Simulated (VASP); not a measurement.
Here is a VASP 6.6.1 calculation.

INCAR

```
SYSTEM = C
  PREC = Accurate
  ENCUT = 520
  EDIFF = 1E-7
  ISMEAR = 0
  SIGMA = 0.02
  LREAL = .FALSE.
  LASPH = .TRUE.
  NELM = 100
  ALGO = Normal
  ISIF = 3
  LWAVE = .FALSE.
  LCHARG = .FALSE.
  GGA = PE
  IVDW = 12
  IBRION = 2
  NSW = 80
  EDIFFG = -0.002
  KPAR = 4
```

Contents of KPOINTS:

```
regular mesh
0
G
  15 15 4
  0 0 0
```

File POSCAR:

```
C                                       
1.0
    2.4659480403      0.0000000000      0.0000000000
   -1.2329740202      2.1355736476      0.0000000000
   -0.0000000000      0.0000000000      6.6804018441
  C             
     4
Direct
     0.0000000000000000    0.0000000000000000    0.2500000000000000
     0.0000000000000000    0.0000000000000000    0.7500000000000000
     0.3333333300000021    0.6666666699999979    0.2500000000000000
     0.6666666699999979    0.3333333300000021    0.7500000000000000
```

Potentials or basis: VASP PAW PBE potentials, release 64 (C).

Launch:

```sh
$ cat potpaw_PBE.64/C/POTCAR > POTCAR
$ mpirun -np 4 vasp_std > vasp.out
```

Estimate the relaxed volume.

8.85 Å³/atom.

Estimate the band gap on the k mesh.

none (metal or under the smearing width).

Step by step:
```
step  energy change (eV)  largest force (eV/Å)  pressure (GPa)  volume (Å³)
   1              0.0000                0.0000            0.20        35.18
   2              0.0000                0.0000           -0.25        35.24
   3              0.0000                0.0000           -0.01        35.21
   4              0.0000                0.0000           -0.01        35.23
   5             -0.0001                0.0000            0.00        35.31
   6             -0.0001                0.0000           -0.01        35.48
   7             -0.0001                0.0000           -0.01        35.41
```
